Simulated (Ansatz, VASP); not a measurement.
# Be2H3I: VASP beside Ansatz, part 2 of 2

One calculation is typed for both programs; each brings its own data sets. How far apart do they land? The cell is generated by rule, not measured, and may not be a known phase. Of the first pair: The cell is taken from a series of runs on this material, whose earlier steps may have relaxed, scaled, displaced or heated it; both programs get it as it stands.

VASP 6.6.1 and Ansatz 0.2.0.

So far: The starting structure; VASP: relaxation of cell and atoms, PBEsol, pair 1; Ansatz: relaxation of cell and atoms, PBEsol, pair 1.

## (4) Differences

Known differences besides the potentials themselves: fixed occupations in Ansatz, narrow Gaussian smearing in VASP; the data sets hold 24 valence electrons in Ansatz (on its default PAW (the set named soft_2) files) and 14 in VASP; the cutoff is 420 eV in Ansatz and 600 eV in VASP; Ansatz makes its cores anew for this functional, VASP keeps those of its PBE data sets; Ansatz adds a Pulay correction to the stress that steers its cell, VASP none. Total energies have different zeros and are not compared.

Both answers:

```tsv
quantity	Ansatz	VASP	difference
volume (Å³)	80.03	80.22	-0.23 %
edge a after relaxation, in the typed setting (Å)	4.168	4.171	-0.06 %
edge c after relaxation, in the typed setting (Å)	6.177	6.180	-0.04 %
```

## (5) VASP: relaxation of cell and atoms, PBEsol, pair 2

The relaxed volume is the usual yardstick between codes: in a stiff, nearly cubic crystal its relative difference is about their pressure difference at one cell divided by the bulk modulus. Its start cell is another than that of the pair before, and may be another structure of the material.

Contents of INCAR:

```
SYSTEM = Be2H3I
PREC = Accurate
ENCUT = 600
EDIFF = 1E-07
NELM = 120
ISMEAR = 0
SIGMA = 0.1
LREAL = .FALSE.
ALGO = Normal
GGA = PS
NBANDS = 13
LORBIT = 11
LWAVE = .FALSE.
LCHARG = .FALSE.
ISIF = 3
IBRION = 2
NSW = 80
EDIFFG = -0.005
LASPH = .TRUE.
GGA_COMPAT = .FALSE.
NELMIN = 4
KPAR = 2
```

Contents of POSCAR:

```
Be2H3I
1.0
    3.4522441942      0.0000035217      0.0000000000
   -1.7261249998      2.9897293857      0.0000000000
    0.0000000000      0.0000000000      5.6433773830
Be H I
2 3 1
Direct
    0.6666668445      0.3333334635      0.6252125693
    0.3333331555      0.6666665365      0.3747874307
    0.0000000000      0.0000000000      0.5000000000
    0.6666668445      0.3333334635      0.3666858970
    0.3333331555      0.6666665365      0.6333141030
    0.0000000000      0.0000000000      0.0000000000
```

Contents of KPOINTS:

```
Automatic mesh
0
Gamma
9 9 4
0 0 0
```

Potentials, in the order of the species: Be, H and I (PBE family, release 64).

The run is started by

```sh
> mpirun -np 2 vasp_std
```

Numbers of over 12 decimals in the logs are rounded to 6 here.

The program printed:

```text
[banner, memory and clock lines left out]
running    2 mpi-ranks, on    1 nodes
[...]
[... a notice as in an earlier step ...]

 LDA part: xc-table for (Slater+PW92), standard interpolation
 POSCAR, INCAR and KPOINTS ok, starting setup
[...]
entering main loop
       N       E                     dE             d eps       ncg     rms          rms(c)
DAV:   1     0.279265072772E+02    0.27927E+02   -0.58923E+03  1118   0.990E+02
DAV:   2    -0.151668395379E+02   -0.43093E+02   -0.39054E+02  1500   0.148E+02
DAV:   3    -0.176266034502E+02   -0.24598E+01   -0.24031E+01  1518   0.345E+01
DAV:   4    -0.176634888369E+02   -0.36885E-01   -0.36422E-01  1313   0.466E+00
[...]
DAV:  12    -0.166491431511E+02    0.22028E-05   -0.12016E-05  1328   0.201E-02    0.440E-03
DAV:  13    -0.166491428674E+02    0.28369E-06   -0.11208E-06  1358   0.752E-03    0.100E-03
DAV:  14    -0.166491428758E+02   -0.84347E-08   -0.64284E-08   794   0.181E-03
   1 F= -.16649143E+02 E0= -.16646582E+02  d E =-.166491E+02
[... from here on, the cycles between the ionic steps are left out ...]
   2 F= -.16649215E+02 E0= -.16646656E+02  d E =-.721137E-04
   3 F= -.16649232E+02 E0= -.16646676E+02  d E =-.893260E-04
   4 F= -.16649238E+02 E0= -.16646674E+02  d E =-.559475E-05
 trial-energy change:   -0.000006  1 .order   -0.000005   -0.000012    0.000001
 step:   1.0678(harm=  1.0678)  dis= 0.00034  next Energy=   -16.649238 (dE=-0.542E-05)
 reached required accuracy - stopping structural energy minimisation
```

From OUTCAR (step 5):

```text
  Total        0.0014208      0.0014208      0.0018680      0.0000000      0.0000000      0.0000000
  in kB        0.0389778      0.0389778      0.0512465      0.0000000      0.0000000      0.0000000
  external PRESSURE =       0.0430674 kB  Pullay stress =       0.0000000 kB

 POSITION                                       TOTAL-FORCE (eV/Angst)
 -----------------------------------------------------------------------------------
      1.72816      0.99776      3.52881        -0.000000      0.000000      0.000905
     -0.00000      1.99551      2.11618         0.000000     -0.000000     -0.000905
      3.45633      0.00000      2.82249         0.000000      0.000000      0.000000
      1.72816      0.99776      2.07015         0.000000     -0.000000     -0.000493
     -0.00000      1.99551      3.57484        -0.000000      0.000000      0.000493
      3.45633      0.00000     -0.00000         0.000000      0.000000      0.000000
 -----------------------------------------------------------------------------------
    total drift:                                0.000000      0.000000     -0.000000

  FREE ENERGIE OF THE ION-ELECTRON SYSTEM (eV)
  ---------------------------------------------------
  free  energy   TOTEN  =       -16.6492377966 eV

  energy  without entropy=      -16.6441092353  energy(sigma->0) =      -16.64667352

[... 1 part as in an earlier step ...]

[... 3 further parts left out ...]
[key lines of the parts left out:]
E-fermi :   6.7646
```

## (6) Ansatz: relaxation of cell and atoms, PBEsol, pair 2

Its own start cell and the same functional, mesh and smearing now go to Ansatz, which takes its cutoff from its data sets.

The two relaxations start from unlike cells of this crystal, so only their ends are compared.

Contents of input.yaml:

```yaml
crystal:
  lattice:
    - [2.95669, 0.0, 0.0]
    - [-1.47835, 2.56057, 0.0]
    - [0.0, 0.0, 5.35399]
  atoms:
    - { symbol: Be, position: [0.66666667, 0.33333333, 0.67865529] }
    - { symbol: Be, position: [0.33333333, 0.66666667, 0.32134471] }
    - { symbol: H, position: [0.0, 0.0, 0.5] }
    - { symbol: H, position: [0.66666667, 0.33333333, 0.3572515] }
    - { symbol: H, position: [0.33333333, 0.66666667, 0.6427485] }
    - { symbol: I, position: [0.0, 0.0, 0.0] }
kpoints:
  mp_grid: { grid: [9, 9, 4] }
hamiltonian:
  xc: pbesol
scf:
  occupations: { method: gaussian, width: 0.1 }
output:
  forces: true
  stress: true
  eigenvalues: true
relax:
  adjacent_minimum: "off"
  f_tol: 0.05
  max_steps: 80
  cell: { stress_tol: 0.5 }
```

The run is started by

```sh
> ansatz run input.yaml --threads 4 --pin off --max-ram 7168MiB --backend cpu --events-out ev --progress --plain --runs-dir out
```

The program printed:

```text
[...]
Crystal: 6 atoms, lattice volume = 40.534 Å³
Basis set: ecut = 420 eV, 785 PW (Γ), exchange–correlation on 40×40×72 points (8 copies of the dense FFT grid, shifted against one another)
Bands: 18, of which v1, the nominal top of the filled ones, is band 12 counted from 1 (11 counted from 0)
Symmetry: 12 space group operations
[...]
k-points: 43 of 324
[...]
cell:  # Å, volume = 58.3459 Å³
    - [3.453765, 3.372067445617917e-6, 0]
    - [-1.726885, 2.991047, 0]
    - [0, 0, 5.647990]
  atoms:
    - { symbol: Be, position: [0.666667, 0.333333, 0.624816] }
    - { symbol: Be, position: [0.333333, 0.666667, 0.375184] }
    - { symbol: H, position: [0, 0, 0.5] }
    - { symbol: H, position: [0.666667, 0.333333, 0.366967] }
    - { symbol: H, position: [0.333333, 0.666667, 0.633033] }
    - { symbol: I, position: [0, 0, -7.0201243022177515e-19] }
[key lines of the parts left out:]
SCF converged after 6 iterations
Free energy (F): -7656.943194 eV
Fermi energy:    8.890479 eV
P = ⅓ Tr σ = 0.0312 GPa (0.312 kbar)
```

## (7) Side by side

What differs besides the data sets and the points named for the pairs above, as far as they apply: the data sets hold 24 valence electrons in Ansatz (on its default PAW (the set named soft_2) files) and 14 in VASP. Total energies have different zeros and are not compared.

Both answers:

```tsv
quantity	Ansatz	VASP	difference
volume (Å³)	58.35	58.40	-0.10 %
edge a after relaxation, in the typed setting (Å)	3.454	3.456	-0.07 %
edge c after relaxation, in the typed setting (Å)	5.648	5.645	+0.05 %
```

## (8) Ansatz: relaxation of cell and atoms, PBEsol, pair 3

The relaxed volume is the usual yardstick between codes: in a stiff, nearly cubic crystal its relative difference is about their pressure difference at one cell divided by the bulk modulus. Its start cell is another than that of the pair before, and may be another structure of the material.

The cell is taken from a series of runs on this material, whose earlier steps may have relaxed, scaled, displaced or heated it; both programs get it as it stands.

Contents of input.yaml:

```yaml
crystal:
  lattice:
    - [3.6248154455, -2.0412914625, 0.0]
    - [3.6248154455, 2.0412914625, 0.0]
    - [-2.2147605333, 0.0, 5.1387072884]
  atoms:
    - { symbol: Be, position: [0.7948260841, 0.4819860709, 0.4188917502] }
    - { symbol: Be, position: [0.5180139291, 0.2051739159, 0.5811082498] }
    - { symbol: H, position: [0.1438405821, 0.2838015083, 0.5946339481] }
    - { symbol: H, position: [0.7161984917, 0.8561594179, 0.4053660519] }
    - { symbol: H, position: [0.4799815794, 0.5200184206, 0.5] }
    - { symbol: I, position: [0.917859164, 0.082140836, 0.0] }
kpoints:
  mp_grid: { grid: [6, 6, 4] }
hamiltonian:
  xc: pbesol
scf:
  occupations: { method: fixed }
output:
  forces: true
  stress: true
  eigenvalues: true
relax:
  adjacent_minimum: "off"
  f_tol: 0.001
  max_steps: 60
  cell: { stress_tol: 0.01 }
```

The program printed:

```text
[...]
Crystal: 6 atoms, lattice volume = 76.046 Å³
Basis set: ecut = 420 eV, 1487 PW (Γ), exchange–correlation on 60×60×80 points (8 copies of the dense FFT grid, shifted against one another)
Bands: 18, of which v1, the nominal top of the filled ones, is band 12 counted from 1 (11 counted from 0)
Symmetry: 2 space group operations
[...]
k-points: 47 of 144 (time reversal used)
[...]
- [3.626576, -2.041388, 0.00166584]
    - [3.626576, 2.041388, 0.00166584]
    - [-2.213474, -5.43629535445056e-19, 5.136259]
  atoms:
    - { symbol: Be, position: [0.795035, 0.482093, 0.419052] }
    - { symbol: Be, position: [0.517907, 0.204965, 0.580948] }
    - { symbol: H, position: [0.143971, 0.284207, 0.594835] }
    - { symbol: H, position: [0.715793, 0.856029, 0.405165] }
    - { symbol: H, position: [0.480118, 0.519882, 0.5] }
    - { symbol: I, position: [0.917896, 0.082104, 0] }
[key lines of the parts left out:]
SCF converged after 5 iterations
Free energy (F): -7660.754802 eV
Fermi energy:    3.550406 eV
P = ⅓ Tr σ = 0.0009 GPa (0.009 kbar)
```

## (9) VASP: relaxation of cell and atoms, PBEsol, pair 3

The same cell, functional and mesh now go to VASP, with its own data sets.

INCAR: that of step 5 with these lines changed.

```diff
@@ -6,3 +6,3 @@
 ISMEAR = 0
-SIGMA = 0.1
+SIGMA = 0.01
 LREAL = .FALSE.
@@ -21,2 +21,3 @@
 NELMIN = 4
+EFERMI = MIDGAP
 KPAR = 2
```

Contents of POSCAR:

```
Be2H3I
1.0
    3.6248150000     -2.0412910000      0.0000000000
    3.6248150000      2.0412910000      0.0000000000
   -2.2147610000      0.0000000000      5.1387070000
Be H I
2 3 1
Direct
    0.7948263814      0.4819861249      0.4188917562
    0.5180141510      0.2051738945      0.5811082438
    0.1438406835      0.2838016200      0.5946340198
    0.7161986559      0.8561595924      0.4053659802
    0.4799816398      0.5200185576      0.5000000973
    0.9178593351      0.0821406649      0.0000000000
```

Contents of KPOINTS:

```
Automatic mesh
0
Gamma
6 6 4
0 0 0
```

The run is started by

```sh
> mpirun -np 2 vasp_std
```

The program printed:

```text
[... set-up lines as in an earlier step ...]
 entering main loop
       N       E                     dE             d eps       ncg     rms          rms(c)
DAV:   1     0.294169501518E+02    0.29417E+02   -0.57596E+03  1222   0.962E+02
DAV:   2    -0.186857168054E+02   -0.48103E+02   -0.44528E+02  1561   0.144E+02
DAV:   3    -0.216080767638E+02   -0.29224E+01   -0.29030E+01  1675   0.388E+01
DAV:   4    -0.216486481840E+02   -0.40571E-01   -0.40561E-01  1472   0.505E+00
[...]
DAV:  12    -0.204485914727E+02   -0.46881E-05   -0.26195E-05  1537   0.355E-02    0.132E-02
DAV:  13    -0.204485908236E+02    0.64908E-06   -0.22803E-06  1548   0.105E-02    0.515E-03
DAV:  14    -0.204485907883E+02    0.35360E-07   -0.71766E-07  1507   0.537E-03
   1 F= -.20448591E+02 E0= -.20448591E+02  d E =-.204486E+02
[...]
N       E                     dE             d eps       ncg     rms          rms(c)
DAV:   1    -0.204486849696E+02   -0.94146E-04   -0.11421E-03  1357   0.213E-01    0.314E-02
[...]
DAV:   5    -0.204486423195E+02    0.26937E-06   -0.12947E-07  1329   0.245E-03    0.381E-03
DAV:   6    -0.204486421800E+02    0.13947E-06   -0.49864E-08   796   0.164E-03    0.984E-04
DAV:   7    -0.204486421543E+02    0.25732E-07   -0.19348E-08   611   0.961E-04
   2 F= -.20448642E+02 E0= -.20448642E+02  d E =-.513660E-04
 trial-energy change:   -0.000051  1 .order   -0.000053   -0.000079   -0.000026
 step:   1.6078(harm=  1.4794)  dis= 0.00115  next Energy=   -20.448650 (dE=-0.589E-04)
[...]
N       E                     dE             d eps       ncg     rms          rms(c)
DAV:   1    -0.204486632795E+02   -0.21099E-04   -0.42091E-04  1352   0.129E-01    0.189E-02
DAV:   2    -0.204486510165E+02    0.12263E-04   -0.24278E-05  1562   0.341E-02    0.114E-02
DAV:   3    -0.204486477001E+02    0.33164E-05   -0.13447E-05  1492   0.186E-02    0.547E-03
DAV:   4    -0.204486475781E+02    0.12201E-06   -0.65245E-07  1437   0.595E-03    0.639E-03
DAV:   5    -0.204486474444E+02    0.13365E-06   -0.37607E-08   701   0.145E-03    0.226E-03
DAV:   6    -0.204486473559E+02    0.88494E-07   -0.31967E-08   676   0.136E-03
   3 F= -.20448647E+02 E0= -.20448647E+02  d E =-.565677E-04
[...]
reached required accuracy - stopping structural energy minimisation
```

From OUTCAR (step 9):

```text
  Total        0.0034436     -0.0039905     -0.0155664      0.0000000      0.0000000      0.0057979
  in kB        0.0724243     -0.0839265     -0.3273845      0.0000000      0.0000000      0.1219394
  external PRESSURE =      -0.1129622 kB  Pullay stress =       0.0000000 kB

 POSITION                                       TOTAL-FORCE (eV/Angst)
 -----------------------------------------------------------------------------------
      3.70300     -0.63890      2.15430        -0.001703     -0.002538      0.003822
      1.33444     -0.63890      2.98798         0.001703     -0.002538     -0.003822
      0.23310      0.28556      3.05827        -0.002803      0.002059      0.000436
      4.80434      0.28556      2.08401         0.002803      0.002059     -0.000436
      2.51872      0.08292      2.57114        -0.000000      0.000754      0.000000
      3.62663     -1.70761      0.00004        -0.000000      0.000204      0.000000
 -----------------------------------------------------------------------------------
    total drift:                               -0.000136     -0.000015     -0.000041

  FREE ENERGIE OF THE ION-ELECTRON SYSTEM (eV)
  ---------------------------------------------------
  free  energy   TOTEN  =       -20.4486473559 eV

  energy  without entropy=      -20.4486473559  energy(sigma->0) =      -20.44864736

[... 2 parts as in an earlier step ...]

[... 2 further parts left out ...]
[key lines of the parts left out:]
E-fermi :   3.5864
```

## (10) Comparison

What differs besides the data sets and the points named for the pairs above, as far as they apply: the data sets hold 24 valence electrons in Ansatz (on its default PAW (the set named soft_2) files) and 14 in VASP. Total energies have different zeros and are not compared.

Both answers:

```tsv
quantity	Ansatz	VASP	difference
volume (Å³)	76.07	76.18	-0.15 %
edge a after relaxation, in the typed setting (Å)	4.162	4.162	-0.01 %
edge c after relaxation, in the typed setting (Å)	5.593	5.599	-0.11 %
```

## (11) Results

| Quantity | Value |
| --- | --- |
| difference in volume (relaxation of cell and atoms, PBEsol, pair 1) | -0.23 % |
| difference in volume (relaxation of cell and atoms, PBEsol, pair 2) | -0.095 % |
| difference in volume (relaxation of cell and atoms, PBEsol, pair 3) | -0.15 % |

What this shows: The difference in volume is -0.23 % (relaxation of cell and atoms, PBEsol, pair 1), within the 1.2 % picked in this series as the mark of a large difference, as far as the stopping tolerances let one tell. The data sets hold unlike numbers of valence electrons (24 in Ansatz and 14 in VASP), so part of the differences comes from the potentials. 3 further runs of this series are not shown here. Such differences can come from data sets, numerical settings and the points named under the comparisons, not from the functional's error against experiment.

[Lines on the potential files, build, host, timing and source positions are cut from VASP's logs without a mark.]

[Logs are printed without paths, hosts, clocks, repeated set-up lines and the standing remarks that a program may print on its own settings, such as how far it seeks lower states.]

[Hosts, paths, dates, database ids (printed as entryN), source tags and the programs' standing remarks are cut or masked in the printed files.]
